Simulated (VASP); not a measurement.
Band gaps of Mg₂SeS (space group P-4m2) from VASP (PAW), without and with spin-orbit coupling. Semilocal levels are at their own relaxed cell, hybrids and mBJ at PBE's; 0.00 means no gap at that level.

The cell of the LDA run:

```
CELL_PARAMETERS angstrom
      4.05097     0.00000     0.00000
      0.00000     4.05097     0.00000
      0.00000     0.00000     5.71296
ATOMIC_POSITIONS crystal
  Mg 0.50000 0.00000 0.73713
  Mg 0.00000 0.50000 0.26287
  Se 0.50000 0.50000 0.00000
  S  0.00000 0.00000 0.50000
```

| level | gap without SOC (eV) | gap with SOC (eV) | shift (eV) |
|---|---|---|---|
| LDA | 2.76 | ___ | ___ |
| PBEsol | 2.71 | ___ | ___ |

Question: What belongs in the gaps?

Answer: 
- LDA, gap with SOC (eV): 2.66
- LDA, shift (eV): -0.10
- PBEsol, gap with SOC (eV): 2.61
- PBEsol, shift (eV): -0.10

Only levels that ran to the end are used. Left out are those held back, those with too coarse a band path, GW runs whose mesh misses a band edge, hybrids' fits of cells that aren't cubic and levels without matching references; a question may draw on a part of the rest.

The structure comes from a computed database's Mg2SeS entry (P-4m2); how it stands against other phases isn't given here.
